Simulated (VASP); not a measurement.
A run of VASP 6.6.1:

INCAR

```
SYSTEM = MgS
ALGO = Normal
EDIFF = 1E-6
ENCUT = 520
GGA = CA
ISIF = 2
ISMEAR = 0
LASPH = .TRUE.
LCHARG = .TRUE.
LREAL = .FALSE.
LVHAR = .TRUE.
LWAVE = .FALSE.
NELM = 80
PREC = Accurate
SIGMA = 0.02
```

KPOINTS

```
k-points
0
G
  10 10 10
  0 0 0
```

The input POSCAR:

```
MgS                                     
1.0
    0.0000000000      2.5589091385      2.5589091385
    2.5589091385      0.0000000000      2.5589091385
    2.5589091385      2.5589091385     -0.0000000000
  Mg              S             
     1     1
Direct
     0.0000000000000000    0.0000000000000000    0.0000000000000000
     0.5000000000000000    0.5000000000000000    0.5000000000000000
```

Potentials or basis: VASP PAW LDA potentials, release 64 (Mg, S).

Command:

```bash
$ cat potpaw_LDA.64/Mg/POTCAR potpaw_LDA.64/S/POTCAR > POTCAR
$ mpirun -np 1 vasp_std > vasp.out
```

Hardware: 1 thread of Intel(R) Xeon(R) Platinum 8375C CPU @ 2.90GHz (Ice Lake) (shared host).

Q: Estimate the wall time of this run.

A: It took 19 s on 1 thread of Intel(R) Xeon(R) Platinum 8375C CPU @ 2.90GHz (Ice Lake) (shared host), peak memory 0.14 GiB. Counts: scf iterations 11, k points 47.
